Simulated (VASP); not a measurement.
Set up this calculation in VASP 6.6.1, as the native input.

```
Task                   : single point
Functional             : r2SCAN
Potentials or basis    : VASP PAW PBE potentials, release 64 (Ru_pv, Bi_d)
Cutoff                 : 520 eV
k mesh                 : 4 × 4 × 4
Occupations            : fermi-dirac, width 0.0615 eV
Spin                   : no spin polarisation
Dipole correction      : no
Further INCAR settings : ALGO = Normal; EDIFF = 1e-06; NBANDS = 38
```

Crystal: Bi3Ru.

```
Ru Bi
1.0
     5.30659    0.00000    0.00000
     0.00000    5.30659    0.00000
     0.00000    0.00000    5.30659
Ru Bi
1 3
Cartesian
  0.0000 0.0000 0.0000
  2.6533 0.0000 0.0000
  0.0000 2.6533 0.0000
  0.0000 0.0000 2.6533
```

The cell was built by a generator and needn't be a form met in nature.

These files were run (other wordings do the same):

POSCAR

```
Bi3Ru
1.0
    5.3065924382      0.0000000000      0.0000000000
    0.0000000000      5.3065924382      0.0000000000
    0.0000000000      0.0000000000      5.3065924382
Ru Bi
1 3
Direct
    0.0000000000      0.0000000000      0.0000000000
    0.5000000000      0.0000000000      0.0000000000
    0.0000000000      0.5000000000      0.0000000000
    0.0000000000      0.0000000000      0.5000000000
```

INCAR.step1

```
SYSTEM = Bi3Ru
PREC = Accurate
ENCUT = 520
ISMEAR = -1
SIGMA = 0.0615
LREAL = .False.
LASPH = .True.
NELM = 100
NBANDS = 38
GGA = PE
ALGO = Normal
EDIFF = 1E-4
LWAVE = .True.
LCHARG = .False.
```

INCAR.step2

```
SYSTEM = Bi3Ru
PREC = Accurate
ENCUT = 520
EDIFF = 1E-6
ISMEAR = -1
SIGMA = 0.0615
LREAL = .False.
LASPH = .True.
NELM = 100
ALGO = Normal
ISIF = 2
LWAVE = .False.
LCHARG = .False.
METAGGA = R2SCAN
LMIXTAU = .True.
NBANDS = 38
ISTART = 1
```

KPOINTS

```
Automatic mesh
0
Gamma
  4 4 4
  0 0 0
```

Potentials or basis: VASP PAW PBE potentials, release 64 (Ru_pv, Bi_d).

Launch:

```bash
$ cat potpaw_PBE.64/Ru_pv/POTCAR potpaw_PBE.64/Bi_d/POTCAR > POTCAR
$ cp INCAR.step1 INCAR
$ mpirun -np 1 vasp_std > vasp.out
$ cp INCAR.step2 INCAR
$ mpirun -np 1 vasp_std > vasp.out
```

Results of the run:

The pressure is 0.1 GPa and the band gap on the k mesh is none (metal or under the smearing width).

Caveat: the PAW data sets were made with another functional, which shifts forces and pressure a little; spin-orbit coupling is left out, which moves the levels of the heavy elements.

Wall time 2.5 min on 1 thread of Intel(R) Xeon(R) Platinum 8488C (Sapphire Rapids), on a shared host, peak memory 0.28 GiB.
